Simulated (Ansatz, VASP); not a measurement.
## One calculation of La2AlF, two programs

Contents of INCAR:

```
PREC = Accurate ; ENCUT = 600
EDIFF = 1E-6 ; ISMEAR = 0
SIGMA = 0.1 ; LREAL = F
LASPH = T ; NELM = 60
ALGO = Normal ; ISIF = 3
LWAVE = F ; LCHARG = F
GGA = PE ; IBRION = 2
NSW = 90 ; EDIFFG = -0.04
```

KPOINTS

```
Automatic mesh
0
Gamma
  6 6 4
```

File POSCAR:

```
La2AlF
1.0
    4.0077469700      0.0000000000      0.0000000000
   -2.0038734900      3.4708106900      0.0000000000
    0.0000000000      0.0000000000      6.1224030300
La Al F
2 1 1
Direct
    0.3333333300      0.6666666700      0.7516457300
    0.6666666700      0.3333333300      0.2483542700
    0.0000000000      0.0000000000      0.0000000000
    0.0000000000      0.0000000000      0.5000000000
```

Input for Ansatz:

```yaml
crystal:
  lattice:
    - [4.00774697, 0.0, 0.0]
    - [-2.00387349, 3.47081069, 0.0]
    - [0.0, 0.0, 6.12240303]
  atoms:
    - { symbol: La, position: [0.33333333, 0.66666667, 0.75164573] }
    - { symbol: La, position: [0.66666667, 0.33333333, 0.24835427] }
    - { symbol: Al, position: [0.0, 0.0, 0.0] }
    - { symbol: F, position: [0.0, 0.0, 0.5] }
basis:
  ecutwfc: 420
kpoints:
  mp_grid: { grid: [6, 6, 4] }
hamiltonian:
  xc: pbe
scf:
  occupations: { method: gaussian, width: 0.1 }
  lower_state_search: "off"
output:
  forces: true
  stress: true
  eigenvalues: true
relax:
  adjacent_minimum: "off"
  f_tol: 0.04
  max_steps: 70
  cell: { stress_tol: 0.4 }
```

Alike in both runs: task relaxation of cell and atoms; functional PBE; k mesh 6 × 6 × 4; occupations gaussian, width 0.1 eV; no spin polarisation.

```csv
,VASP,Ansatz
version,VASP 6.6.1,Ansatz 0.2.0
potentials or method,"VASP PAW PBE potentials, release 64 (La, Al, F)","scalar-relativistic, plane waves, PAW"
plane-wave cutoff (eV),600,420
valence electrons in the cell,32,32
```

Ansatz gave:

- gap on the k mesh at the Fermi level, each at its own relaxed structure (eV): none
- relaxed volume (Å³/atom): 24.48
- relaxed cell length with the largest relative difference (Å): 7.963
- energy change over the relaxation (meV/atom): -550

Which values does VASP return?

gap on the k mesh at the Fermi level, each at its own relaxed structure (eV): none; relaxed volume (Å³/atom): 24.28; relaxed cell length with the largest relative difference (Å): 7.824; energy change over the relaxation (meV/atom): -537.

A gap of «none» marks a metal or a gap that the smearing closes.

Spin-orbit coupling is left out, which matters for the levels of La.
